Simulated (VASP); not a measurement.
All values below come from PBE GGA, VASP's PBE PAW potentials (set 64) (plane waves; VASP).

A VASP calculation is set up with these files.

File KPOINTS:
```
Regular mesh
0
Gamma
 9 9 7
0 0 0
```

### POSCAR
```
PtSe2
1
    1.8826609331    -3.2608651107     0.0000000000
    1.8826609331     3.2608651107    -0.0000000000
    0.0000000000     0.0000000000     4.7725764619
Pt Se
1 2
Direct
  1.0000000000   1.0000000000   0.0000000000
  0.3333330000   0.6666670000   0.2679451871
  0.6666670000   0.3333330000   0.7320548129
```

INCAR:
```
# general
SYSTEM  = PtSe2
PREC    = Accurate
ENCUT   = 500
LREAL   = .FALSE.
LASPH   = .TRUE.

# electronic loop
EDIFF   = 1E-6
NELM    = 100
ALGO    = Normal
LMAXMIX = 6

# smearing
ISMEAR  = 1
SIGMA   = 0.1

# functional
GGA     = PE

# ions
IBRION  = 2
NSW     = 40
ISIF    = 3
EDIFFG  = -0.02
PSTRESS = 100

# output
LWAVE   = .FALSE.
LCHARG  = .FALSE.
```

POTCAR, in this order: Pt Se (PBE.64 set). Program: vasp_std.

What VASP printed:

File OSZICAR:
```
...
DAV:   8    -0.141754787924E+02    0.15911E-01   -0.65006E-02  2231   0.191E+00    0.862E-01
DAV:   9    -0.141722670348E+02    0.32118E-02   -0.10018E-02  2350   0.106E+00    0.174E-01
DAV:  10    -0.141724031407E+02   -0.13611E-03   -0.15180E-03  2343   0.273E-01    0.418E-02
DAV:  11    -0.141724045319E+02   -0.13912E-05   -0.42364E-05  2623   0.496E-02    0.293E-02
DAV:  12    -0.141724071412E+02   -0.26093E-05   -0.64513E-06  2259   0.189E-02    0.973E-03
DAV:  13    -0.141724077780E+02   -0.63680E-06   -0.18824E-06  1984   0.958E-03
   1 F= -.10514967E+02 E0= -.10514978E+02  d E =-.105150E+02
       N       E                     dE             d eps       ncg     rms          rms(c)
DAV:   1    -0.149245585577E+02   -0.75215E+00   -0.22024E+01  2203   0.442E+01    0.781E+00
DAV:   2    -0.139895515543E+02    0.93501E+00   -0.45382E+00  2133   0.218E+01    0.324E+00
DAV:   3    -0.138254296725E+02    0.16412E+00   -0.39163E-01  2182   0.694E+00    0.118E+00
DAV:   4    -0.137890545072E+02    0.36375E-01   -0.18512E-01  2238   0.264E+00    0.540E-01
DAV:   5    -0.137889444619E+02    0.11005E-03   -0.47859E-03  2427   0.694E-01    0.389E-01
DAV:   6    -0.137895774440E+02   -0.63298E-03   -0.14178E-03  2476   0.264E-01    0.353E-02
DAV:   7    -0.137895672055E+02    0.10238E-04   -0.64585E-05  2399   0.763E-02    0.182E-02
DAV:   8    -0.137895676454E+02   -0.43982E-06   -0.65035E-06  2602   0.264E-02
   2 F= -.10444829E+02 E0= -.10444766E+02  d E =0.701381E-01
       N       E                     dE             d eps       ncg     rms          rms(c)
DAV:   1    -0.145635853166E+02   -0.77402E+00   -0.90494E+00  2189   0.277E+01    0.452E+00
DAV:   2    -0.141835027153E+02    0.38008E+00   -0.19697E+00  2126   0.159E+01    0.303E+00
DAV:   3    -0.141052815606E+02    0.78221E-01   -0.18033E-01  2182   0.466E+00    0.150E+00
DAV:   4    -0.140878864288E+02    0.17395E-01   -0.99012E-02  2182   0.180E+00    0.409E-01
DAV:   5    -0.140878555212E+02    0.30908E-04   -0.52657E-03  2210   0.690E-01    0.328E-01
DAV:   6    -0.140878072395E+02    0.48282E-04   -0.12257E-03  2455   0.344E-01    0.326E-02
DAV:   7    -0.140878153718E+02   -0.81323E-05   -0.64229E-05  2385   0.762E-02    0.155E-02
DAV:   8    -0.140878155173E+02   -0.14545E-06   -0.61273E-06  2476   0.229E-02
   3 F= -.10545029E+02 E0= -.10545029E+02  d E =-.300618E-01
       N       E                     dE             d eps       ncg     rms          rms(c)
DAV:   1    -0.140856142641E+02    0.22011E-02   -0.11254E-03  2182   0.310E-01    0.505E-02
DAV:   2    -0.140855666380E+02    0.47626E-04   -0.24633E-04  2154   0.170E-01    0.277E-02
DAV:   3    -0.140855577546E+02    0.88834E-05   -0.21535E-05  2175   0.513E-02    0.118E-02
DAV:   4    -0.140855564350E+02    0.13197E-05   -0.11784E-05  2189   0.197E-02    0.411E-03
DAV:   5    -0.140855564374E+02   -0.24006E-08   -0.44900E-07  1049   0.683E-03
   4 F= -.10545038E+02 E0= -.10545037E+02  d E =-.300710E-01
       N       E                     dE             d eps       ncg     rms          rms(c)
DAV:   1    -0.140791139273E+02    0.64425E-02   -0.74321E-01  2070   0.608E+00    0.635E-01
DAV:   2    -0.140732569646E+02    0.58570E-02   -0.55615E-02  2231   0.233E+00    0.298E-01
DAV:   3    -0.140718726065E+02    0.13844E-02   -0.31370E-03  2427   0.606E-01    0.122E-01
DAV:   4    -0.140715254754E+02    0.34713E-03   -0.23780E-03  2182   0.302E-01    0.494E-02
DAV:   5    -0.140715272747E+02   -0.17993E-05   -0.87090E-05  2266   0.708E-02    0.319E-02
DAV:   6    -0.140715317247E+02   -0.44500E-05   -0.97950E-06  2553   0.296E-02    0.930E-03
DAV:   7    -0.140715322655E+02   -0.54079E-06   -0.13168E-06  1399   0.103E-02
   5 F= -.10554899E+02 E0= -.10554781E+02  d E =-.986080E-02
       N       E                     dE             d eps       ncg     rms          rms(c)
DAV:   1    -0.140641097897E+02    0.74219E-02   -0.38100E+00  2070   0.138E+01    0.143E+00
DAV:   2    -0.140344628500E+02    0.29647E-01   -0.29003E-01  2231   0.526E+00    0.676E-01
DAV:   3    -0.140271326831E+02    0.73302E-02   -0.17105E-02  2455   0.142E+00    0.273E-01
DAV:   4    -0.140253637642E+02    0.17689E-02   -0.11894E-02  2182   0.686E-01    0.112E-01
DAV:   5    -0.140253862709E+02   -0.22507E-04   -0.40198E-04  2259   0.152E-01    0.720E-02
DAV:   6    -0.140254105120E+02   -0.24241E-04   -0.45786E-05  2539   0.619E-02    0.205E-02
DAV:   7    -0.140254143256E+02   -0.38136E-05   -0.64371E-06  2406   0.214E-02    0.476E-03
DAV:   8    -0.140254140653E+02    0.26033E-06   -0.78443E-07  1098   0.873E-03
   6 F= -.10562860E+02 E0= -.10562752E+02  d E =-.178211E-01
       N       E                     dE             d eps       ncg     rms          rms(c)
DAV:   1    -0.140341968584E+02   -0.87825E-02   -0.78481E-02  2070   0.200E+00    0.211E-01
DAV:   2    -0.140336232999E+02    0.57356E-03   -0.59075E-03  2224   0.761E-01    0.102E-01
DAV:   3    -0.140334686024E+02    0.15470E-03   -0.35488E-04  2490   0.203E-01    0.422E-02
DAV:   4    -0.140334292957E+02    0.39307E-04   -0.25698E-04  2161   0.999E-02    0.161E-02
DAV:   5    -0.140334295356E+02   -0.23982E-06   -0.86046E-06  2252   0.225E-02
   7 F= -.10563063E+02 E0= -.10562931E+02  d E =-.180245E-01
       N       E                     dE             d eps       ncg     rms          rms(c)
DAV:   1    -0.140320516414E+02    0.13777E-02   -0.25137E-03  2070   0.355E-01    0.386E-02
DAV:   2    -0.140320326227E+02    0.19019E-04   -0.18535E-04  2231   0.134E-01    0.176E-02
DAV:   3    -0.140320276490E+02    0.49737E-05   -0.11272E-05  2455   0.363E-02    0.733E-03
DAV:   4    -0.140320263688E+02    0.12802E-05   -0.80184E-06  2126   0.178E-02    0.261E-03
DAV:   5    -0.140320263630E+02    0.57653E-08   -0.24567E-07  1035   0.390E-03
   8 F= -.10563064E+02 E0= -.10562936E+02  d E =-.180255E-01
       N       E                     dE             d eps       ncg     rms          rms(c)
DAV:   1    -0.140511810383E+02   -0.19155E-01   -0.12055E-01  2119   0.284E+00    0.389E-01
DAV:   2    -0.140486926272E+02    0.24884E-02   -0.99957E-03  2301   0.103E+00    0.210E-01
DAV:   3    -0.140481597216E+02    0.53291E-03   -0.12265E-03  2196   0.344E-01    0.975E-02
DAV:   4    -0.140480169851E+02    0.14274E-03   -0.65122E-04  2266   0.180E-01    0.388E-02
DAV:   5    -0.140480174715E+02   -0.48641E-06   -0.25864E-05  2154   0.427E-02    0.208E-02
DAV:   6    -0.140480171800E+02    0.29158E-06   -0.77749E-06  2497   0.248E-02
   9 F= -.10563190E+02 E0= -.10563056E+02  d E =-.126362E-03
       N       E                     dE             d eps       ncg     rms          rms(c)
DAV:   1    -0.140418271345E+02    0.61903E-02   -0.23269E-02  2119   0.125E+00    0.172E-01
DAV:   2    -0.140413509629E+02    0.47617E-03   -0.19229E-03  2294   0.450E-01    0.909E-02
DAV:   3    -0.140412507481E+02    0.10021E-03   -0.23580E-04  2203   0.151E-01    0.417E-02
DAV:   4    -0.140412262549E+02    0.24493E-04   -0.12356E-04  2273   0.788E-02    0.167E-02
DAV:   5    -0.140412267580E+02   -0.50305E-06   -0.48020E-06  2175   0.185E-02
  10 F= -.10563369E+02 E0= -.10563237E+02  d E =-.305087E-03
       N       E                     dE             d eps       ncg     rms          rms(c)
DAV:   1    -0.140377651878E+02    0.34611E-02   -0.67494E-02  2070   0.195E+00    0.209E-01
DAV:   2    -0.140366280308E+02    0.11372E-02   -0.60120E-03  2301   0.761E-01    0.131E-01
DAV:   3    -0.140364039473E+02    0.22408E-03   -0.76961E-04  2238   0.284E-01    0.535E-02
DAV:   4    -0.140363435366E+02    0.60411E-04   -0.24961E-04  2336   0.108E-01    0.196E-02
DAV:   5    -0.140363429659E+02    0.57069E-06   -0.15476E-05  2392   0.343E-02    0.124E-02
DAV:   6    -0.140363432044E+02   -0.23845E-06   -0.23686E-06  1614   0.119E-02
  11 F= -.10563720E+02 E0= -.10563565E+02  d E =-.351323E-03
```

### OUTCAR
```
------------------------ aborting loop because EDIFF is reached ----------------------------------------
  FORCE on cell =-STRESS in cart. coord.  units (eV):
  Direction    XX          YY          ZZ          XY          YZ          ZX
  --------------------------------------------------------------------------------------
  Total        3.4921871      3.4921897      3.4666427      0.0000000      0.0000000      0.0000000
  in kB      100.5633839    100.5634611     99.8277924      0.0000000      0.0000000      0.0000000
  external PRESSURE =       0.3182124 kB  Pullay stress =     100.0000000 kB
  volume of cell :       55.64
      direct lattice vectors                 reciprocal lattice vectors
     1.867895402 -3.235290981 -0.000000000     0.267680942 -0.154545604 -0.000000000
     1.867895402  3.235290981  0.000000000     0.267680942  0.154545604  0.000000000
     0.000000000 -0.000000000  4.603332102     0.000000000 -0.000000000  0.217233947
 POSITION                                       TOTAL-FORCE (eV/Angst)
 -----------------------------------------------------------------------------------
      3.73579     -0.00000      0.00000        -0.000000     -0.000000      0.000000
      1.86790      1.07843      1.27090         0.000000     -0.000000      0.004323
      1.86790     -1.07843      3.33243         0.000000      0.000000     -0.004323
 -----------------------------------------------------------------------------------
    total drift:                                0.000000      0.000000      0.000000
  FREE ENERGIE OF THE ION-ELECTRON SYSTEM (eV)
  ---------------------------------------------------
  free  energy   TOTEN  =       -14.0363432044 eV

  energy  without entropy=      -14.0358775806  energy(sigma->0) =      -14.03618800
  enthalpy is  TOTEN    =       -10.5637203339 eV   P V=        3.4726228705

 reached required accuracy - stopping structural energy minimisation
```
(Selected blocks of OUTCAR.)

### CONTCAR
```
PtSe2
   1.00000000000000
     1.8678954021935379   -3.2352909813349409   -0.0000000000000000
     1.8678954021935379    3.2352909813349409    0.0000000000000000
     0.0000000000000000   -0.0000000000000000    4.6033321019988973
  Pt              Se
     1     2
Direct
     1.0000000000000000    1.0000000000000000    0.0000000000000000
     0.3333330000000032    0.6666669999999968    0.2760830015361171
     0.6666669999999968    0.3333330000000032    0.7239169984638829
```

Energy and stress use the plane-wave basis of the starting cell. Without a dispersion term in the relaxation, distances and binding between the weakly bound layers, chains or molecules are unreliable, and so is what depends on them.

The compound is PtSe2 in the 1T layered structure. This run relaxes it under an external pressure of 10 GPa. Symmetry was kept, so distortions that lower it aren't found.
